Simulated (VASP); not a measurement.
Here is the system:

```
Ta
1.0
   -1.68300     1.68300     1.68300
    1.68300    -1.68300     1.68300
    1.68300     1.68300    -1.68300
Ta
1
Cartesian
  0.00000   0.00000   0.00000
```
Cell charge +0.1.

Calculation: PBE GGA, VASP's PBE PAW potentials (set 64) (plane waves; VASP). Settings: NELECT = 10.9, 400 eV cut-off, 14×14×14 Γ-centred mesh, Gaussian smearing of 0.050 eV, potentials Ta_pv.

The cell is charged, with a uniform compensating background.

Problem. Give the stress tensor in GPa (positive for a compressed cell).

Solution. 
```
-13.90    0.00    0.00
  0.00  -13.90    0.00
  0.00    0.00  -13.90
```
The pressure is its mean diagonal, -13.90 GPa.

The compound is Ta in the bcc structure. The cell was not relaxed at this level. The run is one of a series of settings (ISMEAR = 0, NELECT = 10.9, SIGMA = 0.05 against the base run), some of them coarse on purpose.
